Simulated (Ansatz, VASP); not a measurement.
**One calculation of BaP4, two programs**

The input INCAR:

```
SYSTEM = BaP4
PREC = Accurate
ENCUT = 600
EDIFF = 1E-7
ISMEAR = 0
SIGMA = 0.1
LREAL = .FALSE.
LASPH = .TRUE.
NELM = 100
ALGO = Normal
ISIF = 3
LWAVE = .FALSE.
LCHARG = .FALSE.
GGA = PE
IBRION = 2
NSW = 100
EDIFFG = -0.01
```

File KPOINTS:

```
Automatic mesh
0
G
  8 8 8
  0 0 0
```

File POSCAR:

```
BaP4
1.0
    4.7524086727      0.0000000000      0.0000000000
    0.0000000000      4.7524086727      0.0000000000
    0.0000000000      0.0000000000      4.7524086727
Ba P
1 4
Direct
    0.0000000000      0.0000000000      0.0000000000
    0.0000000000      0.5000000000      0.5000000000
    0.5000000000      0.0000000000      0.5000000000
    0.5000000000      0.5000000000      0.0000000000
    0.5000000000      0.5000000000      0.5000000000
```

Input for Ansatz:

```yaml
crystal:
  lattice:
    - [4.7524086727, 0.0, 0.0]
    - [0.0, 4.7524086727, 0.0]
    - [0.0, 0.0, 4.7524086727]
  atoms:
    - { symbol: Ba, position: [0.0, 0.0, 0.0] }
    - { symbol: P, position: [0.0, 0.5, 0.5] }
    - { symbol: P, position: [0.5, 0.0, 0.5] }
    - { symbol: P, position: [0.5, 0.5, 0.0] }
    - { symbol: P, position: [0.5, 0.5, 0.5] }
basis:
  ecutwfc: 420
kpoints:
  mp_grid: { grid: [8, 8, 8] }
hamiltonian:
  xc: pbe
scf:
  occupations: { method: gaussian, width: 0.1 }
output:
  forces: true
  stress: true
  eigenvalues: true
relax:
  adjacent_minimum: "off"
  f_tol: 0.01
  max_steps: 80
  cell: { stress_tol: 0.05 }
```

Alike in both runs: task relaxation of cell and atoms; functional PBE; k mesh 8 × 8 × 8; occupations gaussian, width 0.1 eV; no spin polarisation.

|  | VASP | Ansatz |
| --- | --- | --- |
| version | VASP 6.6.1 | Ansatz 0.2.0 |
| potentials or method | VASP PAW PBE potentials, release 64 (Ba_sv, P) | scalar-relativistic, plane waves, PAW |
| plane-wave cutoff (eV) | 600 | 420 |
| valence electrons in the cell | 30 | 30 |

```tsv
	VASP	Ansatz	Ansatz less VASP
gap on the k mesh at the Fermi level, each at its own relaxed structure (eV)	none	none	-
relaxed volume (Å³/atom)	21.62	21.44	-0.181
relaxed cell length with the largest relative difference (Å)	4.764	4.750	-0.0133
```

A gap of «none» marks a metal or a gap that the smearing closes.

The runs have no spin-orbit coupling, so splittings on Ba are missing.
